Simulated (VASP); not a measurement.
Write the native input for VASP 6.6.1 that does the following.

```yaml
Task: single point
Functional: LDA
Potentials_or_basis: VASP PAW LDA potentials, release 64 (Y_sv, As, Se)
Cutoff: 520 eV
k_mesh: 1 × 5 × 4
Occupations: gaussian, width 0.01 eV
Spin: no spin polarisation
Dipole_correction: no
Further_INCAR_settings: ALGO = Fast; EDIFF = 1e-07; NBANDS = 56
```

The structure of YAsSe lies in POSCAR:

```
YAsSe
1.0
   17.5356210000      0.0000000000      0.0000000000
    0.0000000000      3.8997560000      0.0000000000
    0.0000000000      0.0000000000      3.9439660000
Y As Se
4 4 4
Direct
    0.8600750000      0.7500000000      0.2392770000
    0.3600750000      0.7500000000      0.2607230000
    0.1399250000      0.2500000000      0.7607230000
    0.6399250000      0.2500000000      0.7392770000
    0.5017290000      0.2500000000      0.2092020000
    0.0017290000      0.2500000000      0.2907980000
    0.4982710000      0.7500000000      0.7907980000
    0.9982710000      0.7500000000      0.7092020000
    0.6872660000      0.7500000000      0.2420400000
    0.1872660000      0.7500000000      0.2579600000
    0.3127340000      0.2500000000      0.7579600000
    0.8127340000      0.2500000000      0.7420400000
```

The cell comes from a database or a generator and needn't be the stable form of this composition.

These files were run (other wordings do the same):

INCAR

```
  ALGO = Fast
  EDIFF = 1E-7
  ENCUT = 520
  GGA = CA
  ISIF = 2
  ISMEAR = 0
  LASPH = True
  LCHARG = True
  LELF = True
  LREAL = False
  LVHAR = True
  LWAVE = False
  NBANDS = 56
  NELM = 100
  PREC = Accurate
  SIGMA = 0.01
```

KPOINTS

```
k-points
0
Gamma
  1 5 4
```

Potentials or basis: VASP PAW LDA potentials, release 64 (Y_sv, As, Se).

Launch:

```console
$ cat potpaw_LDA.64/Y_sv/POTCAR potpaw_LDA.64/As/POTCAR potpaw_LDA.64/Se/POTCAR > POTCAR
$ mpirun -np 1 vasp_std > vasp.out
```

Results of the run:

```json
{"Pressure": "-4.6 GPa", "Largest force": "0.085 eV/Å", "Band gap on the k mesh": "0.50 eV, indirect (least direct gap 0.66 eV)"}
```

Caveat: an odd mesh through Γ misses points on the zone boundary, where band edges often lie.

Wall time 6.5 min on 1 thread of Intel(R) Xeon(R) Platinum 8488C (Sapphire Rapids), with other jobs on the host, peak memory 0.33 GiB.
